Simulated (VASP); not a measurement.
The system is PtSe2 (Sudovikovite).

```
Pt Se
1.0
     3.72400    0.00000    0.00000
    -1.86200    3.22508    0.00000
     0.00000    0.00000    5.06200
Pt Se
1 2
Direct
  0.00000 0.00000 0.00000
  0.33333 0.66667 0.25000
  0.66667 0.33333 0.75000
```

- Program: VASP 6.6.1
- Task: relaxation of cell and atoms
- Functional: rev-vdW-DF2
- Potentials or basis: VASP PAW PBE potentials, release 64 (Pt, Se)
- Cutoff: 600 eV
- k mesh: 9 × 9 × 5
- Occupations: gaussian, width 0.03 eV
- Spin: no spin polarisation

At the start: pressure 6.0 GPa; volume 20.27 Å³/atom.

How do energy, volume and symmetry change on relaxing?

Over 14 steps the energy falls by 20.4 meV/atom and the volume is 20.53 Å³/atom (+1.3 %); space group P-3m1 (No. 164, to 0.05 Å).

The path:
| step | energy change (eV) | largest force (eV/Å) | pressure (GPa) | volume (Å³) |
| --- | --- | --- | --- | --- |
| 1 | 0.0000 | 0.7312 | 5.99 | 60.80 |
| 2 | 0.0820 | 0.7062 | -7.90 | 67.70 |
| 3 | -0.0547 | 0.1038 | -0.32 | 63.32 |
| 4 | -0.0548 | 0.1158 | -0.18 | 63.27 |
| 5 | -0.0560 | 0.0890 | -0.15 | 63.11 |
| 6 | -0.0575 | 0.0236 | -0.06 | 62.73 |
| 7 | -0.0575 | 0.0044 | -0.03 | 62.61 |
| 8 | -0.0588 | 0.0032 | -0.09 | 62.41 |
| 9 | -0.0611 | 0.0259 | -0.19 | 61.78 |
| 10 | -0.0611 | 0.0329 | -0.20 | 61.68 |
| 11 | -0.0596 | 0.0870 | 1.01 | 61.05 |
| 12 | -0.0612 | 0.0118 | 0.01 | 61.57 |
| 13 | -0.0612 | 0.0109 | 0.02 | 61.57 |
| 14 | -0.0612 | 0.0029 | 0.00 | 61.60 |

Final structure:
```
Pt Se
1.0
     3.78093    0.00000    0.00000
    -1.89046    3.27438    0.00000
     0.00000    0.00000    4.97536
Pt Se
1 2
Direct
  0.00000 0.00000 0.00000
  0.33333 0.66667 0.26099
  0.66667 0.33333 0.73901
```

Caveat: the PAW data sets were made with another functional, which shifts forces and pressure a little.
